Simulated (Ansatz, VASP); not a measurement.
# Ga2O3 (partly crystallised Ga2O3): VASP beside Ansatz

One calculation is typed for both programs; each brings its own data sets. How far apart do they land? The cell is taken from a series of runs on this material, whose earlier steps may have relaxed, scaled, displaced or heated it; both programs get it as it stands.

Method: plane waves, with VASP 6.6.1 beside it; single point at PBE, in Ansatz 0.2.0.

### 1. The starting structure

The cell holds 95 atoms: 38 Ga and 57 O. Cell: a = 9.848 Å, b = 9.848 Å, c = 9.848 Å, α = 90.0°, β = 90.0°, γ = 90.0°. As first built, before any earlier steps moved the atoms (in the runner's words): 95 atoms (38 Fe, 57 O) placed at random at 5.32 g/cm^3, melted at 5000 K for 10 ps at fixed volume with the Morse and Coulomb pair potential with partial charges (Pedone, Malavasi, Menziani, Cormack and Segre, J. Phys. Chem. B 110, 11780 (2006)). Quenched from 5000 K to 300 K at 50 K/ps and fixed volume, held 5 ps, then minimised at fixed cell. Then Fe was replaced by Ga and the cell scaled by 1.003 (the potential has no terms for the new elements, so the cell is a start for a DFT relaxation). The cell carries charge −1.

### 2. Ansatz: single point, PBE

Ansatz runs on its default PAW (the set named soft_2) files.

With cell and atoms fixed, the geometry can't cause a difference; cores, projectors, grids and the points listed under the comparison can.

Input file input.yaml:

```yaml
crystal:
  lattice:
    - [9.84786, 0.0, 0.0]
    - [0.0, 9.84786, 0.0]
    - [0.0, 0.0, 9.84786]
  atoms:
    - { symbol: Ga, position: [0.97085, 0.46357, 0.28544] }
    - { symbol: Ga, position: [0.61275, 0.67752, 0.72018] }
    - { symbol: Ga, position: [0.04965, 0.03033, 0.95772] }
    - { symbol: Ga, position: [0.25333, 0.23417, 0.76589] }
    - { symbol: Ga, position: [0.51123, 0.21145, 0.07573] }
    - { symbol: Ga, position: [0.7104, 0.39879, 0.92008] }
    - { symbol: Ga, position: [0.03431, 0.08906, 0.27306] }
    - { symbol: Ga, position: [0.8478, 0.21578, 0.09554] }
    - { symbol: Ga, position: [0.29526, 0.5325, 0.23443] }
    - { symbol: Ga, position: [0.14521, 0.54055, 0.59677] }
    - { symbol: Ga, position: [0.6655, 0.9685, 0.29246] }
    - { symbol: Ga, position: [0.37704, 0.97658, 0.58493] }
    - { symbol: Ga, position: [0.62589, 0.4686, 0.22139] }
    - { symbol: Ga, position: [0.89636, 0.86237, 0.15498] }
    - { symbol: Ga, position: [0.77763, 0.94022, 0.61732] }
    - { symbol: Ga, position: [0.21085, 0.28154, 0.10325] }
    - { symbol: Ga, position: [0.19613, 0.28634, 0.46004] }
    - { symbol: Ga, position: [0.37994, 0.97727, 0.95066] }
    - { symbol: Ga, position: [0.41179, 0.47209, 0.94817] }
    - { symbol: Ga, position: [0.08634, 0.04228, 0.59658] }
    - { symbol: Ga, position: [0.18208, 0.77452, 0.09854] }
    - { symbol: Ga, position: [0.07038, 0.50394, 0.89679] }
    - { symbol: Ga, position: [0.45401, 0.73115, 0.43943] }
    - { symbol: Ga, position: [0.07658, 0.78402, 0.40257] }
    - { symbol: Ga, position: [0.50589, 0.22926, 0.43197] }
    - { symbol: Ga, position: [0.8835, 0.6003, 0.66658] }
    - { symbol: Ga, position: [0.83613, 0.65699, 0.98061] }
    - { symbol: Ga, position: [0.93031, 0.25946, 0.73861] }
    - { symbol: Ga, position: [0.6881, 0.42027, 0.57217] }
    - { symbol: Ga, position: [0.34594, 0.73106, 0.75029] }
[... 59 atom lines left out ...]
    - { symbol: O, position: [0.24991, 0.38166, 0.64364] }
    - { symbol: O, position: [0.69708, 0.74625, 0.88297] }
    - { symbol: O, position: [0.47582, 0.6059, 0.27271] }
    - { symbol: O, position: [0.92054, 0.27336, 0.28539] }
    - { symbol: O, position: [0.32053, 0.12339, 0.06681] }
    - { symbol: O, position: [0.95591, 0.94396, 0.691] }
total_charge: -1
kpoints:
  mp_grid: { grid: [1, 1, 1] }
hamiltonian:
  xc: pbe
scf:
  occupations: { method: fermi_dirac, width: 0.01 }
  lower_state_search: "off"
output:
  forces: true
  stress: true
  populations: true
  dos:
    method: { smearing: { sigma: 0.1 } }
    de: 0.1
    projected: { site_lists: { Ga: [Ga], O: [O] } }
  eigenvalues: true
  write_density: true
  write_potential: true
  volumetric_format: npy
magnetization:
  spin_polarized: true
  initial_magnetization: 1
```

Launch:

```bash
ansatz run input.yaml --threads 4 --pin off --max-ram 8192MiB --backend cpu --events-out ev --progress --plain --runs-dir out
```

Numbers of over 12 decimals in the logs are rounded to 6 here.

Output:

```text
Engine: ansatz 0.2.0, x86_64-unknown-linux-gnu
Pseudopotentials: kind: paw
Pseudopotential: Ga, paw, valence charge 13, recommended cutoff 420 eV (normal), Ga.paw.azcp
Pseudopotential: O, paw, valence charge 6, recommended cutoff 420 eV (normal), O.paw.azcp
Functional definition: PBE
  parameter kappa = 0.804
  parameter beta = 0.066725
  exchange = pbe_x(kappa = kappa, mu = beta*pi^2/3)
  correlation = pbe_c(beta = beta)
Crystal: 95 atoms, lattice volume = 955.049 Å³
Basis set: ecut = 420 eV, 18805 PW (Γ), exchange–correlation on 144×144×144 points (8 copies of the dense FFT grid, shifted against one another)
Bands: 514, of which v1, the nominal top of the filled ones, is band 419 counted from 1 (418 counted from 0)
Symmetry: 1 space group operations
Space group: P1 (ITA 1), of the structure as read, at distance tolerance 9.8e-5 Å
Magnetic group: BNS 1.1 (UNI 1), of the structure as read, at distance tolerance 9.8e-5 Å
k-points: 1
Non-local potential: Ga, projectors of the file, l = 0: 2, l = 1: 2, l = 2: 3, l = 3: 1
Non-local potential: O, projectors of the file, l = 0: 2, l = 1: 2, l = 2: 1
PAW form: soft (Blöchl's): semilocal exchange-correlation on the pseudo side does not see the compensation charge
PAW one-centre angular grid: Ga, 590 points (default); XC on 64 Gauss nodes
PAW one-centre angular grid: O, 110 points (default); XC on 64 Gauss nodes
Initial density: superposition of atomic densities (chi_scale 0.1, normalization cell, long waves kept (reshape's long-wave potential 0.12 eV rms))
Starting moments: Σ|m| = 1 μB on 95 of 95 sites
Initial wavefunctions: pseudopotential atomic-orbital guess
Functional: x = pbe(κ = 0.804, μ = 0.219515), c = pbe(β = 0.066725)
SCF iter   1: F=—  HF=-176119.888179 eV  |F-HF|=—  |Δ(HF+E_count)|=         —  Δρ=5.51e-2 (↑5.26e-2 ↓5.51e-2)  dr2=5.58e1  dr2_m=1.72e-2  M=1.000 μB ∫|m|=1.076 μB  β_m=1.00  ethr=3.10e-3  ⟨swp⟩=5.5  Hψ=3429  notcnv=0  defer=70
preconditioner: auto → Resta (q_TF=auto, 2.669 Å⁻¹)  ε∞=4.5  [insulator: Δε(μ)=1.959 eV  Ē_g=18.576 eV  σ=0.010 eV  W_gap=1.00  n_scr=304 (ndim 8)  ℏωp=34.8 eV  f_vac=0.000  D(μ)=0.00/eV (n_scr^D=0)  ε∞_Penn≈4.5]
spin=Collinear: Resta preconditioning applied to the charge; magnetization (m = ρ↑ − ρ↓) channel mixes plain (no charge-response kernel on spin).
SCF iter   2: F=—  HF=-176108.593043 eV  |F-HF|=—  |Δ(HF+E_count)|=         —  Δρ=3.51e-2 (↑3.51e-2 ↓3.51e-2)  dr2=2.31e1  dr2_m=9.31e-4  M=0.659 μB ∫|m|=0.764 μB  β_m=0.30  ethr=3.10e-3  ⟨swp⟩=3.0  Hψ=1974  notcnv=0  defer=182
Mixer restart at iter 2: flushing history
SCF iter   3: F=—  HF=-176104.535363 eV  |F-HF|=—  |Δ(HF+E_count)|=    4.06e0  Δρ=2.44e-2 (↑2.44e-2 ↓2.43e-2)  dr2=1.11e1  dr2_m=5.06e-4  M=0.651 μB ∫|m|=0.755 μB  β_m=0.30  ethr=2.76e-3  ⟨swp⟩=2.0  Hψ=854  notcnv=0  defer=182
SCF iter   4: F=—  HF=-176100.887312 eV  |F-HF|=—  |Δ(HF+E_count)|=    3.65e0  Δρ=5.99e-3 (↑5.99e-3 ↓5.83e-3)  dr2=7.18e-1  dr2_m=2.77e-4  M=0.650 μB ∫|m|=0.754 μB  β_m=0.30  ethr=1.33e-3  ⟨swp⟩=4.5  Hψ=1696  notcnv=0  defer=182
SCF iter   5: F=—  HF=-176100.886276 eV  |F-HF|=—  |Δ(HF+E_count)|=   1.04e-3  Δρ=2.07e-3 (↑1.97e-3 ↓2.07e-3)  dr2=9.22e-2  dr2_m=1.52e-4  M=0.647 μB ∫|m|=0.751 μB  β_m=0.30  ethr=8.58e-5  ⟨swp⟩=3.0  Hψ=1928  notcnv=0  defer=176
SCF iter   6: F=—  HF=-176100.913078 eV  |F-HF|=—  |Δ(HF+E_count)|=   2.68e-2  Δρ=1.74e-3 (↑1.69e-3 ↓1.74e-3)  dr2=5.42e-2  dr2_m=8.38e-5  M=0.647 μB ∫|m|=0.750 μB  β_m=0.30  ethr=1.10e-5  ⟨swp⟩=3.0  Hψ=1600  notcnv=0  defer=176
SCF iter   7: F=—  HF=-176100.954432 eV  |F-HF|=—  |Δ(HF+E_count)|=   4.14e-2  Δρ=3.68e-4 (↑3.68e-4 ↓3.50e-4)  dr2=2.58e-3  dr2_m=4.72e-5  M=0.644 μB ∫|m|=0.747 μB  β_m=0.30  ethr=6.48e-6  ⟨swp⟩=2.0  Hψ=1590  notcnv=0  defer=176
SCF iter   8: F=—  HF=-176100.956964 eV  |F-HF|=—  |Δ(HF+E_count)|=   2.53e-3  Δρ=2.07e-4 (↑2.07e-4 ↓1.97e-4)  dr2=5.59e-4  dr2_m=2.62e-5  M=0.645 μB ∫|m|=0.748 μB  β_m=0.30  ethr=3.08e-7  ⟨swp⟩=2.0  Hψ=1570  notcnv=0  defer=176
Mixer restart at iter 8: flushing history
spin-set hold released at iteration 8 (site moments contracting): the magnetisation degrees of freedom join the quasi-Newton model from the next iteration; the mixer history was flushed
SCF iter   9: F=—  HF=-176100.958191 eV  |F-HF|=—  |Δ(HF+E_count)|=   1.23e-3  Δρ=1.58e-4 (↑1.58e-4 ↓1.51e-4)  dr2=3.31e-4  dr2_m=1.45e-5  M=0.645 μB ∫|m|=0.749 μB  β_m=0.65  ethr=6.68e-8  ⟨swp⟩=2.5  Hψ=1487  notcnv=0  defer=176
SCF iter  10: F=—  HF=-176100.959757 eV  |F-HF|=—  |Δ(HF+E_count)|=   1.57e-3  Δρ=3.92e-5 (↑3.69e-5 ↓3.92e-5)  dr2=3.98e-5  dr2_m=2.72e-7  M=0.651 μB ∫|m|=0.755 μB  β_m=0.71  ethr=3.95e-8  ⟨swp⟩=2.0  Hψ=1690  notcnv=0  defer=176
SCF iter  11: F=—  HF=-176100.960856 eV  |F-HF|=—  |Δ(HF+E_count)|=   1.10e-3  Δρ=1.72e-5 (↑1.72e-5 ↓1.71e-5)  dr2=1.05e-5  dr2_m=1.54e-7  M=0.653 μB ∫|m|=0.758 μB  β_m=0.70  ethr=4.76e-9  ⟨swp⟩=2.0  Hψ=1754  notcnv=0  defer=176
[...]
k-point 0 ↓: bands = [... 415 lower, 9.0332, 9.0676, 9.2599, 10.6267, 12.7166, 13.1180, 13.2927, 13.4963, ... 91 higher]
--- Löwdin populations: 95 sites ---
  site symbol       q [e]    m [muB]
     0     Ga     11.9735     0.0238
     1     Ga     11.9927     0.0093
     2     Ga     11.9906     0.0108
     3     Ga     11.9840     0.0155
     4     Ga     12.0080     0.0092
     5     Ga     12.0272     0.0136
     6     Ga     12.0104     0.0136
     7     Ga     11.9917     0.0147
     8     Ga     11.9998     0.0152
     9     Ga     12.0003     0.0085
    10     Ga     11.9827     0.0160
    11     Ga     11.9901     0.0064
    12     Ga     12.0098     0.0221
    13     Ga     12.0378     0.0098
    14     Ga     11.9399     0.0101
    15     Ga     12.0150     0.0092
    16     Ga     12.0106     0.0081
    17     Ga     12.0022     0.0079
    18     Ga     12.0245     0.0130
    19     Ga     11.9982     0.0045
    20     Ga     12.0107     0.0141
    21     Ga     11.9949     0.0381
    22     Ga     11.9865     0.0102
    23     Ga     11.9564     0.0109
[...]
87      O      6.6409     0.0034
    88      O      6.6228     0.0043
    89      O      6.6393     0.0028
    90      O      6.6294     0.0046
    91      O      6.6025     0.0056
    92      O      6.6195     0.0041
    93      O      6.6496     0.0034
    94      O      6.6566     0.0028
  spilling = 0.003100 (of n_electrons = 837.000000)
```

In the SCF lines HF is the Harris–Foulkes energy and dr2 the Hartree energy of the density residual, in eV; the loop may stop once dr2 is under the threshold and the program's other checks hold. Hψ counts applications of the Hamiltonian.

### 3. VASP: single point, PBE

The same cell, functional, mesh and smearing now go to VASP, with its own data sets.

Lines of VASP's logs that name or quote its potential files are left out, and so is its time.

Input file INCAR:

```
SYSTEM = Ga2O3
PREC = Accurate
ENCUT = 600
EDIFF = 1E-06
NELM = 200
ISMEAR = -1
SIGMA = 0.01
LREAL = Auto
ALGO = Normal
GGA = PE
NELECT = 837
NBANDS = 488
ISPIN = 2
MAGMOM = 0.01 0 0 0 0 0 0 0 0 0 0 0 0.01 0 0 0 0 0 0 0 0 0.01 0 0 0 0 0 0 0 0 0 0 0 0 0 0 0.01 0 0 0 0 0 0 0 0 0 0 0 0 0 0 0 0 0 0 0 0 0 0 0 0 0 0 0 0 0 0 0 0 0 0 0 0 0 0 0 0 0 0 0 0 0 0 0 0 0 0 0 0 0 0 0 0 0 0
LORBIT = 11
LWAVE = .FALSE.
LCHARG = .FALSE.
ISIF = 2
LASPH = .TRUE.
GGA_COMPAT = .FALSE.
NCORE = 2
```

Input file POSCAR:

```
Ga2O3
1.0
    9.8478600000      0.0000000000      0.0000000000
    0.0000000000      9.8478600000      0.0000000000
    0.0000000000      0.0000000000      9.8478600000
Ga O
38 57
Direct
    0.9708500000      0.4635700000      0.2854400000
    0.6127500000      0.6775200000      0.7201800000
    0.0496500000      0.0303300000      0.9577200000
    0.2533300000      0.2341700000      0.7658900000
    0.5112300000      0.2114500000      0.0757300000
    0.7104000000      0.3987900000      0.9200800000
    0.0343100000      0.0890600000      0.2730600000
    0.8478000000      0.2157800000      0.0955400000
    0.2952600000      0.5325000000      0.2344300000
    0.1452100000      0.5405500000      0.5967700000
    0.6655000000      0.9685000000      0.2924600000
    0.3770400000      0.9765800000      0.5849300000
    0.6258900000      0.4686000000      0.2213900000
    0.8963600000      0.8623700000      0.1549800000
    0.7776300000      0.9402200000      0.6173200000
    0.2108500000      0.2815400000      0.1032500000
    0.1961300000      0.2863400000      0.4600400000
    0.3799400000      0.9772700000      0.9506600000
    0.4117900000      0.4720900000      0.9481700000
    0.0863400000      0.0422800000      0.5965800000
    0.1820800000      0.7745200000      0.0985400000
    0.0703800000      0.5039400000      0.8967900000
    0.4540100000      0.7311500000      0.4394300000
    0.0765800000      0.7840200000      0.4025700000
    0.5058900000      0.2292600000      0.4319700000
    0.8835000000      0.6003000000      0.6665800000
    0.8361300000      0.6569900000      0.9806100000
    0.9303100000      0.2594600000      0.7386100000
    0.6881000000      0.4202700000      0.5721700000
    0.3459400000      0.7310600000      0.7502900000
[... 59 atom lines left out ...]
    0.2499100000      0.3816600000      0.6436400000
    0.6970800000      0.7462500000      0.8829700000
    0.4758200000      0.6059000000      0.2727100000
    0.9205400000      0.2733600000      0.2853900000
    0.3205300000      0.1233900000      0.0668100000
    0.9559100000      0.9439600000      0.6910000000
```

Input file KPOINTS:

```
Automatic mesh
0
Gamma
1 1 1
0 0 0
```

The projector-augmented-wave data sets are Ga_d and O (PBE family, release 64).

Launch:

```bash
mpirun -np 8 vasp_gam
```

Output:

```text
[banner, memory and clock lines left out]
running    8 mpi-ranks, on    1 nodes
[...]
LDA part: xc-table for (Slater+PW92), standard interpolation
 POSCAR, INCAR and KPOINTS ok, starting setup
[...]
entering main loop
       N       E                     dE             d eps       ncg     rms          rms(c)
DAV:   1     0.268984252061E+05    0.26898E+05   -0.30550E+05  1976   0.405E+03
DAV:   2     0.636940754554E+04   -0.20529E+05   -0.19480E+05  1952   0.119E+03
DAV:   3     0.399801921390E+03   -0.59696E+04   -0.56412E+04  2400   0.427E+02
DAV:   4    -0.515040882084E+03   -0.91484E+03   -0.88624E+03  2064   0.169E+02
DAV:   5    -0.628429347837E+03   -0.11339E+03   -0.11189E+03  3048   0.586E+01BRMIX: very serious problems
 the old and the new charge density differ
 old charge density:   836.00000 new  837.00001
    0.542E+01
DAV:   6    -0.539080536171E+03    0.89349E+02   -0.36173E+02  3600   0.679E+01    0.150E+01
DAV:   7    -0.541768497587E+03   -0.26880E+01   -0.46065E+01  2264   0.134E+01    0.107E+01
DAV:   8    -0.541455425869E+03    0.31307E+00   -0.85390E+00  2920   0.168E+01    0.312E+00
DAV:   9    -0.541246777090E+03    0.20865E+00   -0.16602E+00  2416   0.108E+01    0.130E+00
[...]
DAV:  22    -0.541303401464E+03   -0.29578E-05   -0.13626E-05  2128   0.218E-02    0.401E-03
DAV:  23    -0.541303403178E+03   -0.17131E-05   -0.89995E-06  2240   0.141E-02    0.240E-03
DAV:  24    -0.541303403866E+03   -0.68817E-06   -0.20262E-06  1320   0.724E-03
   1 F= -.54130340E+03 E0= -.54129855E+03  d E =-.970640E-02  mag=     0.6215
```

Parts of OUTCAR (step 3):

```text
  Total       64.1818176     58.3500649     62.7574772     12.4708019     29.6804414     -2.9876972
  in kB      107.6705661     97.8872952    105.2811116     20.9208519     49.7915150     -5.0121212
  external PRESSURE =     103.6129910 kB  Pullay stress =       0.0000000 kB

 POSITION                                       TOTAL-FORCE (eV/Angst)
 -----------------------------------------------------------------------------------
      9.56079      4.56517      2.81097        -0.018915      0.038842      0.013796
      6.03428      6.67212      7.09223        -0.008634      0.034763      0.023939
      0.48895      0.29869      9.43149        -0.018797      0.001806     -0.001660
      2.49476      2.30607      7.54238         0.018149      0.023949     -0.005293
      5.03452      2.08233      0.74578         0.031211     -0.042262      0.024206
      6.99592      3.92723      9.06082        -0.003005      0.032794     -0.019873
      0.33788      0.87705      2.68906        -0.038512     -0.020728      0.036607
[...]
3.11636      6.11158      0.51347        -0.031362      0.008222     -0.034425
      0.07238      2.09366      5.30100         0.000434      0.039986     -0.013884
      8.69458      9.28958      9.55686        -0.000838     -0.004632     -0.008222
      0.82210      9.26290      1.58659         0.035793      0.022484     -0.015551
      7.59871      2.48215      6.23330        -0.031581     -0.037720      0.039449
      6.69142      3.03482      1.14747         0.001362     -0.007378      0.011610
[...]
-----------------------------------------------------------------------------------
    total drift:                               -0.010747      0.009133     -0.015351

  FREE ENERGIE OF THE ION-ELECTRON SYSTEM (eV)
  ---------------------------------------------------
  free  energy   TOTEN  =      -541.3034038657 eV

  energy  without entropy=     -541.2936974613  energy(sigma->0) =     -541.29855066

 magnetization (x)
# of ion       s       p       d       tot
------------------------------------------
    1        0.015   0.002   0.000   0.017
    2        0.006   0.000   0.000   0.007
    3        0.006   0.001   0.000   0.007
    4        0.009   0.001   0.000   0.010
    5        0.006   0.000   0.000   0.007
    6        0.009   0.001   0.000   0.010
    7        0.008   0.001   0.000   0.010
    8        0.010   0.001   0.000   0.010
    9        0.010   0.001   0.000   0.012
   10        0.006   0.000   0.000   0.006
   11        0.011   0.001   0.000   0.011
   12        0.004   0.000   0.000   0.004
   13        0.014   0.002   0.000   0.017
[...]
--------------------------------------------------
tot          0.433   0.023   0.006   0.463

[... 3 further parts left out ...]
[key lines of the parts left out:]
E-fermi :   6.0994
```

The cell is charged against a uniform background.

The run ends at a pressure of 10.36 GPa, with forces up to 0.092 eV/Å.

### 4. Side by side

Known differences besides the potentials themselves: VASP starts from the moments at which Ansatz ended; the cutoff is 420 eV in Ansatz and 600 eV in VASP (PREC = Accurate, projectors in real space). Total energies have different zeros and are not compared.

Both answers:

```tsv
quantity	Ansatz	VASP	difference
total moment (μB)	0.66	0.62	+0.04
```

Forces on 7 of the 95 atoms, those with the largest forces and the largest differences (eV/Å; atoms numbered as in POSCAR):

```tsv
atom	Ansatz x, y, z	VASP x, y, z
Ga9	-0.006, 0.001, 0.023	-0.011, -0.031, 0.086
Ga22	0.007, 0.024, -0.006	0.025, 0.031, 0.063
Ga32	0.026, 0.013, -0.005	0.074, 0.026, 0.022
O48	0.010, -0.008, -0.004	0.051, -0.041, -0.050
O60	0.004, 0.018, -0.015	0.009, 0.057, -0.062
O66	0.013, -0.023, 0.001	0.051, -0.067, 0.005
O77	0.007, 0.000, -0.016	0.027, 0.034, -0.053
```

The forces differ by 20 meV/Å r.m.s., which is 80.1 % of the r.m.s. force of 0.025 eV/Å (both taken over all components). The cell carries a charge of -1 e against a uniform background, so its pressure also hangs on how the neutralising background is counted, and in a defect's cell a gap may be the spacing between its levels.

### 5. Outcome

| Item | Value |
| --- | --- |
| r.m.s. force difference (single point, PBE) | 20 meV/Å |

**Reading.** The r.m.s. force difference is 20 meV/Å (single point, PBE), beyond the 12 meV/Å picked in this series as the mark of a large difference. What causes the difference of the single point, PBE pair stays open here. How closely two codes agree says nothing of how well the functional describes the real material.

[Lines on the potential files, build, host, timing and source positions are cut from VASP's logs without a mark.]

[Logs are printed without paths, hosts, clocks, repeated set-up lines and the standing remarks that a program may print on its own settings, such as how far it seeks lower states.]

[Hosts, paths, dates, database ids (printed as entryN), source tags and the programs' standing remarks are cut or masked in the printed files.]
